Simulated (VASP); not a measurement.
Calculation: PBEsol GGA, VASP's PBE PAW potentials (set 64) (plane waves; VASP).

VASP ran on this input.

INCAR:
```
ALGO  =  Normal
EDIFF  =  1E-6
EDIFFG  =  -0.02
ENCUT  =  620
GGA  =  PS
IBRION  =  2
ISIF  =  3
ISMEAR  =  0
LASPH  =  .TRUE.
LCHARG  =  .FALSE.
LREAL  =  .FALSE.
LWAVE  =  .FALSE.
NELM  =  100
NSW  =  40
PREC  =  Accurate
PSTRESS  =  50
SIGMA  =  0.05
SYSTEM  =  SiO2
```

### POSCAR
```
SiO2
1.0
  2.3697612379  -4.1045471156   0.0000000000
  2.3697612379   4.1045471156   0.0000000000
  0.0000000000   0.0000000000   5.3037399961
Si O
3 6
Cartesian
  3.4440567553  -2.2438125839   1.7679115641
  2.5909314415   0.0000000000   0.0000000000
  3.4440567553   2.2438125839   3.5358284320
  1.6485193810   0.4453359242   1.2438346473
  3.5295905857   1.2049917874   4.7796630793
  1.9311737470  -2.4542194040   2.2919884810
  3.5295905857  -1.2049917874   0.5240769168
  1.6485193810  -0.4453359242   4.0599053488
  1.9311737470   2.4542194040   3.0117515151
```

KPOINTS:
```
Automatic mesh
0
Gamma
6 6 4
0 0 0
```

POTCAR, in this order: Si O (PBE.64 set). Program: vasp_std.

Output

OSZICAR:
```
       N       E                     dE             d eps       ncg     rms          rms(c)
DAV:   1     0.325127083028E+03    0.32513E+03   -0.28833E+04  1392   0.178E+03
DAV:   2    -0.625454356551E+02   -0.38767E+03   -0.37558E+03  1852   0.364E+02
DAV:   3    -0.819094840504E+02   -0.19364E+02   -0.19291E+02  1617   0.899E+01
DAV:   4    -0.821587505285E+02   -0.24927E+00   -0.24879E+00  1632   0.110E+01
DAV:   5    -0.821636106680E+02   -0.48601E-02   -0.48577E-02  1607   0.152E+00    0.245E+01
DAV:   6    -0.739158268579E+02    0.82478E+01   -0.36380E+01  1622   0.339E+01    0.119E+01
DAV:   7    -0.738645740075E+02    0.51253E-01   -0.10838E+00  1686   0.545E+00    0.452E+00
DAV:   8    -0.738350764180E+02    0.29498E-01   -0.49276E-02  1622   0.188E+00    0.145E+00
DAV:   9    -0.738381850786E+02   -0.31087E-02   -0.14294E-02  1622   0.996E-01    0.322E-01
DAV:  10    -0.738391905459E+02   -0.10055E-02   -0.28356E-03  1622   0.324E-01    0.919E-02
DAV:  11    -0.738391206006E+02    0.69945E-04   -0.10799E-03  1632   0.199E-01    0.225E-02
DAV:  12    -0.738391185907E+02    0.20099E-05   -0.44592E-05  1617   0.446E-02    0.808E-03
DAV:  13    -0.738391209693E+02   -0.23787E-05   -0.54339E-06  1587   0.140E-02    0.281E-03
DAV:  14    -0.738391212964E+02   -0.32703E-06   -0.33355E-07  1051   0.384E-03
   1 F= -.70619228E+02 E0= -.70619228E+02  d E =-.706192E+02
```

### OUTCAR
```
------------------------ aborting loop because EDIFF is reached ----------------------------------------
  FORCE on cell =-STRESS in cart. coord.  units (eV):
  Direction    XX          YY          ZZ          XY          YZ          ZX
  --------------------------------------------------------------------------------------
  Total        3.2226757      3.2226761      3.0818623      0.0000000      0.0000000      0.0000000
  in kB       50.0432062     50.0432123     47.8565911      0.0000000      0.0000000      0.0000000
  external PRESSURE =      -0.6856635 kB  Pullay stress =      50.0000000 kB
  volume of cell :      103.18
      direct lattice vectors                 reciprocal lattice vectors
     2.369761238 -4.104547116  0.000000000     0.210991720 -0.121816119  0.000000000
     2.369761238  4.104547116  0.000000000     0.210991720  0.121816119  0.000000000
     0.000000000  0.000000000  5.303739996     0.000000000  0.000000000  0.188546196
 POSITION                                       TOTAL-FORCE (eV/Angst)
 -----------------------------------------------------------------------------------
      1.07430      1.86073      1.76791         0.005789      0.010026     -0.000000
      2.59093      0.00000      0.00000        -0.011577      0.000000     -0.000000
      1.07430     -1.86073      3.53583         0.005789     -0.010026     -0.000000
      1.64852      0.44534      1.24383         0.015066     -0.011018      0.003905
      3.52959      1.20499      4.77966         0.002009      0.018557      0.003905
      1.93117     -2.45422      2.29199        -0.017075      0.007538     -0.003905
      3.52959     -1.20499      0.52408         0.002009     -0.018557     -0.003905
      1.64852     -0.44534      4.05991         0.015066      0.011018     -0.003905
      1.93117      2.45422      3.01175        -0.017075     -0.007538      0.003905
 -----------------------------------------------------------------------------------
    total drift:                               -0.001407     -0.000208      0.000004
  FREE ENERGIE OF THE ION-ELECTRON SYSTEM (eV)
  ---------------------------------------------------
  free  energy   TOTEN  =       -73.8391212964 eV

  energy  without entropy=      -73.8391212964  energy(sigma->0) =      -73.83912130
  enthalpy is  TOTEN    =       -70.6192279999 eV   P V=        3.2198932965

 reached required accuracy - stopping structural energy minimisation
```
(Selected blocks of OUTCAR.)

**OUTCAR**
```
 val. band max:        1.7970609749   @ k =   0.3333   0.3333   0.0000

 cond. band min:       7.8208835336   @ k =   0.0000   0.0000   0.0000


 Fermi energy:         2.0252136749

 k-point     1 :       0.0000    0.0000    0.0000
  band No.  band energies     occupation
      1     -17.6517      2.00000
      2     -15.9959      2.00000
      3     -15.9959      2.00000
      4     -15.3102      2.00000
      5     -15.3102      2.00000
      6     -15.1926      2.00000
      7      -6.1247      2.00000
      8      -6.1246      2.00000
      9      -3.6876      2.00000
     10      -3.4679      2.00000
     11      -3.2888      2.00000
     12      -3.2887      2.00000
     13      -1.2882      2.00000
     14      -1.2881      2.00000
     15      -0.7792      2.00000
     16      -0.6235      2.00000
     17       0.4099      2.00000
     18       0.4100      2.00000
     19       0.6163      2.00000
     20       0.6542      2.00000
     21       0.7311      2.00000
     22       0.7312      2.00000
     23       1.6111      2.00000
     24       1.6112      2.00000
     25       7.8209      0.00000
     26      10.9481      0.00000
     27      10.9481      0.00000
     28      12.1412      0.00000
     29      12.1412      0.00000

 k-point     2 :       0.1667    0.0000    0.0000
  band No.  band energies     occupation
      1     -17.5562      2.00000
      2     -16.0716      2.00000
      3     -15.9802      2.00000
      4     -15.3555      2.00000
      5     -15.3322      2.00000
      6     -15.2159      2.00000
      7      -6.1786      2.00000
      8      -5.9658      2.00000
      9      -3.6451      2.00000
     10      -3.4703      2.00000
     11      -3.4213      2.00000
     12      -3.1630      2.00000
     13      -1.4264      2.00000
     14      -1.2176      2.00000
     15      -0.7943      2.00000
     16      -0.4568      2.00000
     17       0.1974      2.00000
     18       0.3987      2.00000
     19       0.5569      2.00000
...
```

The compound is SiO2 in the quartz structure. It was relaxed first under an external pressure of 5 GPa.
